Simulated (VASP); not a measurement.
# Al2SiF2 (P6/mmm) in VASP: relaxation of cell and atoms with PBE

Aim: the relaxation of cell and atoms of Al2SiF2 with PBE.

Program: VASP 6.6.1. These are calculated values, not measurements. Logs are shortened: lines on timing, memory, paths and dates and some standing lists are left out, and cuts for length are marked.

**1. Starting point**

Symmetry: P6/mmm, No. 191, hexagonal system. The conventional cell has a = 4.357 Å, b = 4.357 Å, c = 4.981 Å, α = 90.00°, β = 90.00°, γ = 120.00°. Al (site symmetry -6m2) is surrounded by 3 Si at 2.52 Å and 3 Al at 2.52 Å. Si (site symmetry 6/mmm) is surrounded by 2 F at 1.50 Å. F (site symmetry 6mm) has 1 Si at 1.50 Å as nearest neighbours.

The cell was built by a generator and needn't be a form met in nature.

**2. Relaxation of cell and atoms, PBE**

INCAR

```
SYSTEM = Al2SiF2
PREC = Normal ; ENCUT = 520
EDIFF = 1E-4 ; ISMEAR = 0
SIGMA = 0.15 ; LREAL = .FALSE.
LASPH = .TRUE. ; NELM = 60
ALGO = Fast ; ISIF = 3
LWAVE = .FALSE. ; LCHARG = .FALSE.
GGA = PE ; IBRION = 2
NSW = 24 ; EDIFFG = -0.08
```

KPOINTS

```
Automatic mesh
0
G
  4 4 3
  0 0 0
```

POSCAR

```
Al2SiF2
1.0
    4.3574599100      0.0000000000      0.0000000000
   -2.1787299500      3.7736709800      0.0000000000
    0.0000000000      0.0000000000      4.9807568900
Al Si F
2 1 2
Direct
    0.3333333300      0.6666666700      0.5000000000
    0.6666666700      0.3333333300      0.5000000000
    0.0000000000      0.0000000000      0.5000000000
    0.0000000000      0.0000000000      0.8020316100
    0.0000000000      0.0000000000      0.1979683900
```

Potentials or basis: VASP PAW PBE potentials, release 64 (Al, Si, F).

On the command line:

```bash
$ cat potpaw_PBE.64/Al/POTCAR potpaw_PBE.64/Si/POTCAR potpaw_PBE.64/F/POTCAR > POTCAR
$ mpirun -np 1 vasp_std > vasp.out
```

OUTCAR:

```text
SYSTEM = Al2SiF2
   PREC = Normal
   ENCUT = 520
   EDIFF = 1E-4
   ISMEAR = 0
   LREAL = .FALSE.
   LASPH = .TRUE.
   NELM = 60
   ISIF = 3
   GGA = PE
   IBRION = 2
   NSW = 24
   EDIFFG = -0.08

 ion  position               nearest neighbor table
   1  0.333  0.667  0.500-   3 2.52   2 2.52   2 2.52   3 2.52   3 2.52   2 2.52
   2  0.667  0.333  0.500-   3 2.52   1 2.52   1 2.52   3 2.52   3 2.52   1 2.52
   3  0.000  0.000  0.500-   4 1.50   5 1.50   1 2.52   2 2.52   1 2.52   2 2.52   2 2.52   1 2.52

   4  0.000  0.000  0.802-   3 1.50
   5  0.000  0.000  0.198-   3 1.50

  LATTYP: Found a hexagonal cell.
 ALAT       =     4.3574599100
 C/A-ratio  =     1.1430413573

  Lattice vectors:

 A1 = (   4.3574599100,   0.0000000000,   0.0000000000)
 A2 = (  -2.1787299500,   3.7736709800,   0.0000000000)
 A3 = (   0.0000000000,   0.0000000000,   4.9807568900)

Analysis of symmetry for initial positions (statically):
=====================================================================
 Subroutine PRICEL returns:
 Original cell was already a primitive cell.

 Routine SETGRP: Setting up the symmetry group for a
 hexagonal supercell.

 Subroutine GETGRP returns: Found 24 space group operations
 (whereof 24 operations were pure point group operations)
 out of a pool of 24 trial point group operations.

The static configuration has the point symmetry D_6h.

Analysis of symmetry for dynamics (positions and initial velocities):
=====================================================================
 Subroutine PRICEL returns:
 Original cell was already a primitive cell.

 Routine SETGRP: Setting up the symmetry group for a
 hexagonal supercell.

 Subroutine GETGRP returns: Found 24 space group operations
 (whereof 24 operations were pure point group operations)
 out of a pool of 24 trial point group operations.

The dynamic configuration has the point symmetry D_6h.

 Subroutine INISYM returns: Found 24 space group operations
 (whereof 24 operations are pure point group operations),
 and found     1 'primitive' translations

----------------------------------------------------------------------------------------

                                     Primitive cell

  volume of cell :      81.9017

  direct lattice vectors                    reciprocal lattice vectors
     4.357459910  0.000000000  0.000000000     0.229491497  0.132496977  0.000000000
    -2.178729950  3.773670980  0.000000000     0.000000000  0.264993956  0.000000000
     0.000000000  0.000000000  4.980756890     0.000000000  0.000000000  0.200772698
[... 72 lines left out ...]
   NELM   =     60;   NELMIN=  2; NELMDL= -5     # of ELM steps
   EDIFF  = 0.1E-03   stopping-criterion for ELM
   LREAL  =      F    real-space projection
   EDIFFG = -.8E-01   stopping-criterion for IOM
   NSW    =     24    number of steps for IOM
   IBRION =      2    ionic relax: 0-MD 1-quasi-New 2-CG
   NFREE  =      1    steps in history (QN), initial steepest desc. (CG)
   ISIF   =      3    stress and relaxation
   ISYM   =      2    0-nonsym 1-usesym 2-fastsym
   POTIM  = 0.5000    time-step for ionic-motion
   TEBEG  =    0.0;   TEEND  =   0.0 temperature during run
   PSTRESS=    0.0 pullay stress
   NELECT =      24.0000    total number of electrons
   NUPDOWN=      -1.0000    fix difference up-down
   EMIN   =  10.00;   EMAX   =-10.00  energy-range for DOS
   EFERMI =   0.00;   METHOD = LEGACY
   ISMEAR =     0;   SIGMA  =   0.15  broadening in eV -4-tet -1-fermi 0-gaus
   EFERMI_NEDOS =   21; number of points for ismear=-14 and -15
   IALGO  =     68    algorithm
   IMIX   =      4    mixing-type and parameters
     AMIX     =   0.40;   BMIX     =  1.00
     AMIX_MAG =   1.60;   BMIX_MAG =  1.00
  volume/ion in A,a.u.               =      16.38       110.54
  Fermi-wavevector in a.u.,A,eV,Ry     =   1.087379  2.054849 16.087438  1.182393
  Thomas-Fermi vector in A             =   2.223537
   LORBIT       =      0    0 simple, 1 ext, 2 COOP (PROOUT), +10 PAW based schemes
   GGA     = PE    functional components
   LHFCALC =     F    Hartree Fock is set to
   AEXX    =    0.0000 exact exchange contribution
   IVDW    =     0    specifies the selected vdW correction
   LEPSILON=     F    determine dielectric tensor
   LRPA    =     F    only Hartree local field effects (RPA)
 conjugate gradient relaxation of ions
 non-spin polarized calculation
 RMM-DIIS sequential band-by-band and
 Gauss-broadening in eV      SIGMA  =   0.15
  energy-cutoff  :      520.00
  volume of cell :       81.90
 maximum number of plane-waves:      2222
   NGX = 17   NGY = 17   NGZ = 19

--------------------------------------- Ionic step        1  -------------------------------------------

 number of electron      24.0000110 magnetization

 Free energy of the ion-electron system (eV)
  ---------------------------------------------------
  ext. energy  EPLUGINS =         0.00000000
  ---------------------------------------------------
  free energy    TOTEN  =       -18.33535831 eV

  energy without entropy =      -18.33303755  energy(sigma->0) =      -18.33419793

 E-fermi :   4.7870     XC(G=0):  -8.7664

 val. band max:        4.5499199612   @ k =   0.0000   0.0000   0.3333
 cond. band min:       5.0127187012   @ k =   0.2500   0.0000   0.0000
 fundamental gap:      0.4627987400
 Fermi energy:         4.7869815158

 k-point     1 :       0.0000    0.0000    0.0000
  band No.  band energies     occupation
      1     -22.0178      2.00000
      2     -21.0518      2.00000
      3      -6.8263      2.00000
      4      -3.1747      2.00000
      5      -3.0657      2.00000
      6      -3.0656      2.00000
[... 251 lines left out ...]
  FREE ENERGIE OF THE ION-ELECTRON SYSTEM (eV)
  ---------------------------------------------------
  free  energy   TOTEN  =       -19.9896704585 eV

  energy  without entropy=      -19.9883337191  energy(sigma->0) =      -19.98900209

[... ionic steps 4 to 9 ...]

--------------------------------------- Ionic step       10  -------------------------------------------

 number of electron      23.9999963 magnetization

------------------------ aborting loop because EDIFF is reached ----------------------------------------
[... 73 lines left out ...]
--------------------------------------- Ionic step       12  -------------------------------------------

 number of electron      23.9999871 magnetization

 Free energy of the ion-electron system (eV)
  ---------------------------------------------------
  ext. energy  EPLUGINS =         0.00000000
  ---------------------------------------------------
  free energy    TOTEN  =       -20.81066978 eV

  energy without entropy =      -20.80258955  energy(sigma->0) =      -20.80662966

 E-fermi :   2.3288     XC(G=0):  -7.6170

 val. band max:        2.1398708138   @ k =   0.2500   0.0000   0.3333
 cond. band min:       2.4815578060   @ k =   0.2500   0.0000   0.0000
 fundamental gap:      0.3416869921
 Fermi energy:         2.3287898448

 k-point     1 :       0.0000    0.0000    0.0000
  band No.  band energies     occupation
      1     -22.0974      2.00000
      2     -21.7936      2.00000
      3      -8.0453      2.00000
      4      -4.0477      2.00000
      5      -3.9120      2.00000
      6      -3.5768      2.00000
[... 173 lines left out ...]
  FREE ENERGIE OF THE ION-ELECTRON SYSTEM (eV)
  ---------------------------------------------------
  free  energy   TOTEN  =       -20.8106697753 eV

  energy  without entropy=      -20.8025895542  energy(sigma->0) =      -20.80662966

 reached required accuracy - stopping structural energy minimisation
```

CONTCAR:

```text
Al2SiF2
   1.00000000000000
     4.5913641925256634    0.0000000003109499   -0.0000000000000000
    -2.2956820907251458    3.9762380308833079   -0.0000000000000000
     0.0000000000000000   -0.0000000000000000    5.9010653518805443
  Al              Si              F
     2     1     2
Direct
     0.3333333300000021    0.6666666699999979    0.5000000000000000
     0.6666666699999979    0.3333333300000021    0.5000000000000000
     0.0000000000000000    1.0000000000000000    0.5000000000000000
     1.0000000000000000    1.0000000000000000    0.7897568684314551
     0.0000000000000000    0.0000000000000000    0.2102431315685450

  0.00000000E+00  0.00000000E+00  0.00000000E+00
  0.00000000E+00  0.00000000E+00  0.00000000E+00
  0.00000000E+00  0.00000000E+00  0.00000000E+00
  0.00000000E+00  0.00000000E+00  0.00000000E+00
  0.00000000E+00  0.00000000E+00  0.00000000E+00
```

Wall time 27 s (1 thread of Intel Xeon Platinum 8488C (Sapphire Rapids), shared host); peak memory 0.14 GiB.

What came out:

- Free energy: -20.8107 eV
- Relaxed volume: 21.55 Å³/atom
- Relaxed cell: a = 4.591 Å, b = 4.591 Å, c = 5.901 Å, α = 90.00°, β = 90.00°, γ = 120.00°
- Space group after relaxing (to 0.05 Å): P6/mmm (No. 191)
- Energy gained by relaxing: 495.1 meV/atom
- Ionic steps: 12
- Pressure after relaxing: 0.3 GPa
- Largest force after relaxing: 0.023 eV/Å
- Band gap on the k mesh: none (metal or under the smearing width)

Forces on the atoms (eV/Å):
```
Al   0.000  0.000  0.000
Al   0.000  0.000  0.000
Si   0.000  0.000  0.000
F    0.000  0.000 -0.023
F    0.000  0.000  0.023
```

Step by step:
```csv
step,energy change (eV),largest force (eV/Å),pressure (GPa),volume (Å³)
1,0.0000,5.0507,32.16,81.90
2,0.8866,4.7466,-10.74,126.17
3,-1.6543,4.4407,3.71,97.52
4,-1.6765,4.2362,4.59,96.42
5,-1.6873,3.9754,6.04,95.11
6,-2.3917,1.2294,-2.65,109.78
7,-2.3920,1.2077,-2.85,110.03
8,-2.4326,0.6897,2.54,105.01
9,-2.4663,0.1584,0.12,106.95
10,-2.4663,0.1358,0.29,106.89
11,-2.4716,0.1059,0.29,107.14
12,-2.4753,0.0234,0.26,107.73
```

Final structure:
```
Al Si F
1.0
     4.59136    0.00000    0.00000
    -2.29568    3.97624    0.00000
     0.00000    0.00000    5.90107
Al Si F
2 1 2
Direct
  0.33333 0.66667 0.50000
  0.66667 0.33333 0.50000
  0.00000 0.00000 0.50000
  0.00000 0.00000 0.78976
  0.00000 0.00000 0.21024
```

Levels at points of the mesh, in eV from the Fermi level:
| k point | band 9 | band 10 | band 11 | band 12 | band 13 | band 14 | band 15 | band 16 |
| --- | --- | --- | --- | --- | --- | --- | --- | --- |
| (0.00, 0.00, 0.00) | -5.09 | -0.96 | -0.96 | -0.83 | -0.83 | -0.46 | 1.42 | 1.49 |
| (0.50, 0.00, 0.00) | -5.02 | -4.19 | -2.29 | -1.38 | 1.34 | 2.11 | 3.95 | 4.67 |

Caveat: the k mesh is coarse (spacing up to 0.42 Å⁻¹), so the values aren't converged; the volume moved by over 15 % at a fixed basis, so the end points are rough; the relaxation stopped at a loose force limit of 0.08 eV/Å, so its end isn't a converged minimum.
